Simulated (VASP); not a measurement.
All values below come from AM05 GGA, VASP's PBE PAW potentials (set 64) (plane waves; VASP).

Input for VASP

### INCAR
```
SYSTEM = Dy
PREC = Accurate
ENCUT = 520
EDIFF = 1E-7
NELM = 100
ALGO = Normal
LREAL = .FALSE.
LASPH = .TRUE.
ISMEAR = -5
GGA = AM
LMAXMIX = 6
LWAVE = .FALSE.
LCHARG = .TRUE.
LORBIT = 11
NEDOS = 601
ISIF = 2
```

**POSCAR**
```
Dy
1.0
  1.7871424770  -3.0954213736   0.0000000000
  1.7871424770   3.0954213736   0.0000000000
  0.0000000000   0.0000000000   5.5109410543
Dy
2
Cartesian
  1.7871424770   1.0318091881   1.3777352636
  1.7871424770  -1.0318091881   4.1332057907
```

### KPOINTS
```
Automatic
0
Gamma
  13 13 8
```

POTCAR, in this order: Dy_3 (PBE.64 set). Program: vasp_std.

Output of the run:

### OUTCAR
```
 ion  position               nearest neighbor table
   1  0.333  0.667  0.250-   2 3.44   2 3.44   2 3.44   2 3.44   2 3.44   2 3.44
   2  0.667  0.333  0.750-   1 3.44   1 3.44   1 3.44   1 3.44   1 3.44   1 3.44
  LATTYP: Found a hexagonal cell.
 ALAT       =     3.5742847835
 C/A-ratio  =     1.5418304327
 Subroutine PRICEL returns:
 Original cell was already a primitive cell.
 Subroutine GETGRP returns: Found 24 space group operations
The static configuration has the point symmetry D_3d.
 The point group associated with its full space group is D_6h.
The dynamic configuration has the point symmetry D_3d.
 Subroutine INISYM returns: Found 24 space group operations
 Subroutine IBZKPT returns following result:
 Found    105 irreducible k-points:

 Following reciprocal coordinates:
            Coordinates               Weight
  0.000000  0.000000  0.000000      1.000000
  0.076923  0.000000  0.000000      6.000000
  0.153846  0.000000  0.000000      6.000000
  0.230769  0.000000  0.000000      6.000000
  0.307692  0.000000  0.000000      6.000000
  0.384615  0.000000  0.000000      6.000000
  0.461538  0.000000  0.000000      6.000000
...
```

### OSZICAR
```
       N       E                     dE             d eps       ncg     rms          rms(c)
DAV:   1     0.496582741616E+02    0.49658E+02   -0.88021E+03  2730   0.125E+03
DAV:   2    -0.617738601045E+01   -0.55836E+02   -0.54928E+02  2755   0.313E+02
DAV:   3    -0.936448611713E+01   -0.31871E+01   -0.30074E+01  3804   0.412E+01
DAV:   4    -0.948370800734E+01   -0.11922E+00   -0.11660E+00  3596   0.837E+00
DAV:   5    -0.948738763028E+01   -0.36796E-02   -0.36637E-02  3883   0.106E+00    0.249E+01
DAV:   6    -0.948055401505E+01    0.68336E-02   -0.25908E-02  4215   0.146E+00    0.148E+01
DAV:   7    -0.948356039900E+01   -0.30064E-02   -0.46566E-02  4128   0.198E+00    0.228E-01
DAV:   8    -0.948313283862E+01    0.42756E-03   -0.24157E-03  3485   0.410E-01    0.669E-02
DAV:   9    -0.948312266658E+01    0.10172E-04   -0.23071E-04  3442   0.140E-01    0.300E-02
DAV:  10    -0.948312036951E+01    0.22971E-05   -0.23601E-05  3497   0.409E-02    0.251E-02
DAV:  11    -0.948311990050E+01    0.46901E-06   -0.14447E-06  3300   0.118E-02    0.263E-03
DAV:  12    -0.948311989732E+01    0.31848E-08   -0.24455E-07  2722   0.478E-03
   1 F= -.94831199E+01 E0= -.94831199E+01  d E =0.000000E+00
```

OUTCAR:
```
------------------------ aborting loop because EDIFF is reached ----------------------------------------
  FORCE on cell =-STRESS in cart. coord.  units (eV):
  Direction    XX          YY          ZZ          XY          YZ          ZX
  --------------------------------------------------------------------------------------
  Total       -0.1113223     -0.1113223      0.1511750      0.0000000     -0.0000000     -0.0000000
  in kB       -2.9252169     -2.9252165      3.9724250      0.0000000     -0.0000000     -0.0000000
  external PRESSURE =      -0.6260028 kB  Pullay stress =       0.0000000 kB
  volume of cell :       60.97
      direct lattice vectors                 reciprocal lattice vectors
     1.787142477 -3.095421374  0.000000000     0.279776239 -0.161528897  0.000000000
     1.787142477  3.095421374  0.000000000     0.279776239  0.161528897  0.000000000
     0.000000000  0.000000000  5.510941054     0.000000000  0.000000000  0.181457212
 POSITION                                       TOTAL-FORCE (eV/Angst)
 -----------------------------------------------------------------------------------
      1.78714      1.03181      1.37774        -0.000000      0.000000      0.000000
      1.78714     -1.03181      4.13321         0.000000     -0.000000      0.000000
 -----------------------------------------------------------------------------------
    total drift:                               -0.000003      0.000098     -0.000011
  FREE ENERGIE OF THE ION-ELECTRON SYSTEM (eV)
  ---------------------------------------------------
  free  energy   TOTEN  =        -9.4831198973 eV

  energy  without entropy=       -9.4831198973  energy(sigma->0) =       -9.48311990

 total charge

# of ion       s       p       d       tot
------------------------------------------
    1        0.452   6.397   1.133   7.982
    2        0.452   6.397   1.133   7.982
--------------------------------------------------
tot          0.903  12.794   2.267  15.963
```
(Selected blocks of OUTCAR.)

The 4f electrons are frozen in the core of the lanthanide potential, so 4f levels, which can set the real gap, and their magnetism are missing. For a metal the tetrahedron method with Blöchl corrections gives inexact stress and forces.

The compound is Dy in the hcp structure. It was relaxed first.
